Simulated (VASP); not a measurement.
Method: LDA (Ceperley-Alder, Perdew-Zunger), VASP's LDA PAW potentials (set 64) (plane waves; VASP 6.6.1).

The input files of a VASP run:

### KPOINTS
```
Regular mesh
0
G
13 13 13
```

**POSCAR**
```
Na
1
   -2.0045451879     2.0045451879     2.0045451879
    2.0045451879    -2.0045451879     2.0045451879
    2.0045451879     2.0045451879    -2.0045451879
Na
1
Direct
  0.0000000000   0.0000000000   0.0000000000
```

INCAR:
```
! general
SYSTEM=Na
PREC  =Accurate
ENCUT =520   ! plane-wave cut-off (eV)
LREAL =.False.   ! projection in real space or not
LASPH =.True.

! electronic loop
EDIFF =1E-7   ! SCF stop (eV)
NELM  =100
ALGO  =Normal   ! blocked Davidson

! smearing
ISMEAR=1   ! Methfessel-Paxton
SIGMA =0.1

! ions
ISIF  =2   ! forces and stress, cell fixed

! output
LWAVE =.False.
LCHARG=.False.
```

POTCAR, in this order: Na_pv (LDA.64 set). Program: vasp_std.

Output

**OUTCAR**
```
 ion  position               nearest neighbor table
   1  0.000  0.000  0.000-
  LATTYP: Found a body centered cubic cell.
 ALAT       =     4.0090903758
 Subroutine PRICEL returns:
 Original cell was already a primitive cell.
 Subroutine GETGRP returns: Found 48 space group operations
The static configuration has the point symmetry O_h .
The dynamic configuration has the point symmetry O_h .
 Subroutine INISYM returns: Found 48 space group operations
 Subroutine IBZKPT returns following result:
 Found     84 irreducible k-points:

 Following reciprocal coordinates:
            Coordinates               Weight
  0.000000  0.000000  0.000000      1.000000
  0.076923  0.000000  0.000000     12.000000
  0.153846  0.000000  0.000000     12.000000
  0.230769  0.000000  0.000000     12.000000
  0.307692  0.000000  0.000000     12.000000
  0.384615  0.000000  0.000000     12.000000
  0.461538  0.000000  0.000000     12.000000
  0.076923  0.076923  0.000000     24.000000
  0.153846  0.076923  0.000000     48.000000
  0.230769  0.076923  0.000000     48.000000
...
```

**OSZICAR**
```
       N       E                     dE             d eps       ncg     rms          rms(c)
DAV:   1     0.199256159848E+02    0.19926E+02   -0.39500E+03  1176   0.852E+02
DAV:   2    -0.107815174508E+01   -0.21004E+02   -0.20954E+02  1232   0.138E+02
DAV:   3    -0.145168146287E+01   -0.37353E+00   -0.37353E+00  1477   0.264E+01
DAV:   4    -0.145448295295E+01   -0.28015E-02   -0.28015E-02  1435   0.207E+00
DAV:   5    -0.145452037541E+01   -0.37422E-04   -0.37422E-04  1519   0.206E-01    0.214E-01
DAV:   6    -0.145297944838E+01    0.15409E-02   -0.95808E-04  1421   0.546E-01    0.138E-01
DAV:   7    -0.145209011033E+01    0.88934E-03   -0.13491E-03  1260   0.546E-01    0.222E-02
DAV:   8    -0.145207442140E+01    0.15689E-04   -0.96486E-05  1344   0.222E-01    0.247E-03
DAV:   9    -0.145207468044E+01   -0.25904E-06   -0.41733E-07  1379   0.932E-03    0.109E-03
DAV:  10    -0.145207473149E+01   -0.51059E-07   -0.79745E-08  1267   0.333E-03
   1 F= -.14520747E+01 E0= -.14518447E+01  d E =-.690083E-03
```

File OUTCAR:
```
------------------------ aborting loop because EDIFF is reached ----------------------------------------
  FORCE on cell =-STRESS in cart. coord.  units (eV):
  Direction    XX          YY          ZZ          XY          YZ          ZX
  --------------------------------------------------------------------------------------
  Total        0.0614502      0.0614502      0.0614502      0.0000000     -0.0000000      0.0000000
  in kB        3.0558105      3.0558105      3.0558105      0.0000000     -0.0000000      0.0000000
  external PRESSURE =       3.0558105 kB  Pullay stress =       0.0000000 kB
  volume of cell :       32.22
      direct lattice vectors                 reciprocal lattice vectors
    -2.004545188  2.004545188  2.004545188     0.000000000  0.249433140  0.249433140
     2.004545188 -2.004545188  2.004545188     0.249433140  0.000000000  0.249433140
     2.004545188  2.004545188 -2.004545188     0.249433140  0.249433140  0.000000000
 POSITION                                       TOTAL-FORCE (eV/Angst)
 -----------------------------------------------------------------------------------
      0.00000      0.00000      0.00000         0.000000      0.000000      0.000000
 -----------------------------------------------------------------------------------
    total drift:                               -0.000000     -0.000000     -0.000000
  FREE ENERGIE OF THE ION-ELECTRON SYSTEM (eV)
  ---------------------------------------------------
  free  energy   TOTEN  =        -1.4520747315 eV

  energy  without entropy=       -1.4513846480  energy(sigma->0) =       -1.45184470
```
(Selected blocks of OUTCAR.)

The compound is Na in the bcc structure. This cell is one point of a volume scan, at 0.97 of the reference volume.
